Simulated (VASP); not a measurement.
Method: r2SCAN+rVV10, VASP's PBE PAW potentials (set 64) (plane waves; VASP 6.6.1).

VASP ran on this input.

**POSCAR**
```
BN
1
    0.0000000000     1.7869377538     1.7869377538
    1.7869377538     0.0000000000     1.7869377538
    1.7869377538     1.7869377538     0.0000000000
B N
1 1
Direct
  0.0000000000   0.0000000000   0.0000000000
  0.2500000000   0.2500000000   0.2500000000
```

### KPOINTS
```
Automatic mesh
0
Gamma
12 12 12
0 0 0
```

**INCAR**
```
LUSE_VDW = .TRUE.
ISMEAR = 0
BPARAM = 11.95
SIGMA = 0.05
LREAL = .FALSE.
LASPH = .TRUE.   ! aspherical one-centre terms
METAGGA = R2SCAN
ISIF = 2
LCHARG = .FALSE.
PREC = Accurate
LMIXTAU = .TRUE.
NELM = 100
LWAVE = .FALSE.
ENCUT = 520   ! plane-wave cut-off (eV)
CPARAM = 0.0093
ALGO = Normal   ! blocked Davidson
SYSTEM = BN
EDIFF = 1E-7
```

POTCAR, in this order: B N (PBE.64 set). Program: vasp_std.

Output

File OSZICAR:
```
       N       E                     dE             d eps       ncg     rms          rms(c)
DAV:   1     0.463451301104E+01    0.46345E+01   -0.55184E+03  1248   0.103E+03
DAV:   2    -0.221593725930E+02   -0.26794E+02   -0.25394E+02  1576   0.178E+02
DAV:   3    -0.223364919757E+02   -0.17712E+00   -0.17712E+00  1352   0.178E+01
DAV:   4    -0.223366757520E+02   -0.18378E-03   -0.18378E-03  1536   0.485E-01
DAV:   5    -0.223366758483E+02   -0.96317E-07   -0.96314E-07  1320   0.746E-03    0.679E+00
DAV:   6    -0.188048936214E+02    0.35318E+01   -0.17030E+00  1552   0.110E+01    0.416E+00
DAV:   7    -0.194317874891E+02   -0.62689E+00   -0.13538E+00  1336   0.930E+00    0.166E+00
DAV:   8    -0.179563209757E+02    0.14755E+01   -0.10402E+00  1200   0.853E+00    0.182E+00
DAV:   9    -0.190547741675E+02   -0.10985E+01   -0.23893E-01  1192   0.507E+00    0.437E-01
DAV:  10    -0.190580780116E+02   -0.33038E-02   -0.50962E-02  1528   0.198E+00    0.135E-01
DAV:  11    -0.190548171909E+02    0.32608E-02   -0.38840E-03  1160   0.885E-01    0.659E-02
DAV:  12    -0.190580048215E+02   -0.31876E-02   -0.15073E-03  1152   0.517E-01    0.235E-02
DAV:  13    -0.190577820963E+02    0.22273E-03   -0.91850E-05  1240   0.936E-02    0.828E-03
DAV:  14    -0.190578133175E+02   -0.31221E-04   -0.45203E-06  1232   0.287E-02    0.604E-03
DAV:  15    -0.190578163963E+02   -0.30788E-05   -0.29648E-06  1152   0.209E-02    0.156E-03
DAV:  16    -0.190578182295E+02   -0.18333E-05   -0.32202E-07  1456   0.555E-03    0.550E-04
DAV:  17    -0.190578171899E+02    0.10397E-05   -0.19420E-08   576   0.179E-03    0.506E-04
DAV:  18    -0.190578178200E+02   -0.63012E-06   -0.13061E-08   576   0.131E-03    0.114E-04
DAV:  19    -0.190578177430E+02    0.77046E-07   -0.12782E-09   576   0.449E-04
   1 F= -.19057818E+02 E0= -.19057818E+02  d E =-.182804E-17
```

**OUTCAR**
```
------------------------ aborting loop because EDIFF is reached ----------------------------------------
  FORCE on cell =-STRESS in cart. coord.  units (eV):
  Direction    XX          YY          ZZ          XY          YZ          ZX
  --------------------------------------------------------------------------------------
  Total        0.9048603      0.9048603      0.9048603     -0.0000000      0.0000000     -0.0000000
  in kB      127.0380634    127.0380634    127.0380634     -0.0000000      0.0000000     -0.0000000
  external PRESSURE =     127.0380634 kB  Pullay stress =       0.0000000 kB
  volume of cell :       11.41
      direct lattice vectors                 reciprocal lattice vectors
     0.000000000  1.786937754  1.786937754    -0.279808292  0.279808292  0.279808292
     1.786937754  0.000000000  1.786937754     0.279808292 -0.279808292  0.279808292
     1.786937754  1.786937754  0.000000000     0.279808292  0.279808292 -0.279808292
  FREE ENERGIE OF THE ION-ELECTRON SYSTEM (eV)
  ---------------------------------------------------
  free  energy   TOTEN  =       -19.0578177430 eV

  energy  without entropy=      -19.0578177430  energy(sigma->0) =      -19.05781774
```
(Selected blocks of OUTCAR.)

The compound is BN in the zinc blende structure. This cell is one point of a volume scan, at 0.97 of the reference volume.
